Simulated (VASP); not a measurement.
Input:

```
Pb
1.0
    0.00000     2.51344     2.51344
    2.51344     0.00000     2.51344
    2.51344     2.51344     0.00000
Pb
1
Direct
  0.00000   0.00000   0.00000
```

The numbers are results of PBE GGA, VASP's PBE PAW potentials (set 64) (plane waves; VASP), not measurements. Numerical set-up: 480 eV cut-off, 12×12×12 Γ-centred mesh, first-order Methfessel-Paxton smearing of 0.10 eV, potentials Pb_d.

Energy and stress use the plane-wave basis of the starting cell.

Question: The ions, cell shape and volume at an external pressure of 15.0 GPa are relaxed. Predict the relaxed structure.

Answer: 
```
Pb
1.0
    0.00000     2.34025     2.34025
    2.34025     0.00000     2.34025
    2.34025     2.34025     0.00000
Pb
1
Direct
  0.00000   0.00000   0.00000
```
Space group Fm-3m (225), at a tolerance of 0.03 Å.

Question: How do energy and volume change from the first to the last step?

Answer: The energy (σ→0) changes by +244.1 meV/atom and the volume by -19.3 %, in 7 ionic steps.

The compound is Pb in the fcc structure. This run relaxes it under an external pressure of 15 GPa. Symmetry was kept, so distortions that lower it aren't found.
